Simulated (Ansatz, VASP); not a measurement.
Two plane-wave programs on AlSe

```
Al Se
1.0
     2.92994    0.00000    0.00000
    -1.46497    2.53740    0.00000
     0.00000    0.00000    5.29078
Al Se
1 1
Direct
  0.00000 0.00000 0.00000
  0.00000 0.00000 0.50000
```

Alike in both runs: functional PBE; k mesh 24 × 24 × 12; occupations gaussian, width 0.1 eV; no spin polarisation.

Ansatz relaxed the structure, and its values are those at the end. VASP's run is a single point on that final structure, the one shown.

|  | VASP | Ansatz |
| --- | --- | --- |
| version | VASP 6.6.1 | Ansatz 0.2.0 |
| potentials or method | VASP PAW PBE potentials, release 64 (Al, Se) | scalar-relativistic, plane waves, PAW |
| plane-wave cutoff (eV) | 520 | 420 |
| valence electrons in the cell | 9 | 19 |

```tsv
	VASP	Ansatz	Ansatz less VASP
gap on the k mesh at the Fermi level (eV)	none	none	-
pressure (GPa)	0.0	0.0	-0.02
```

A gap of «none» marks a metal or a gap that the smearing closes. The functional is the same, so the differences come from potentials, cutoffs and numerics. The two sets of potentials don't hold the same shells in valence.
